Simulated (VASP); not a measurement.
```xyz
3
Lattice="1.5695 -2.7858 0.0000 1.5695 2.7858 0.0000 0.0000 0.0000 3.4234" Properties=species:S:1:pos:R:3 pbc="T T T"
Hf     0.0000     0.0000     0.0000
B      1.5695     0.9286     1.7117
B      1.5899    -0.9286     1.7117
```

The numbers are results of PBE GGA, VASP's PBE PAW potentials (set 64) (plane waves; VASP), not measurements. Settings: 520 eV cut-off, KSPACING 0.2 per Å, first-order Methfessel-Paxton smearing of 0.10 eV, potentials Hf_pv B.

Task: Give the force on each atom (eV/Å).

Result: 
```
atom      Fx      Fy     Fz
----  ------  ------  -----
Hf1    0.149   0.002  0.000
B2     0.166   0.085  0.000
B3    -0.315  -0.087  0.000
```

Task: Give the stress tensor in GPa (positive for a compressed cell).

Result: 
```
  1.73    0.22    0.00
  0.22  -10.96    0.00
  0.00    0.00    5.63
```
The pressure is its mean diagonal, -1.20 GPa.

The compound is HfB2 in the AlB2 type structure. The cell was not relaxed at this level, atoms are displaced from their ideal sites. The run is one of a series of settings (KGAMMA = .TRUE., KSPACING = 0.2, KPOINTS file removed against the base run), some of them coarse on purpose.
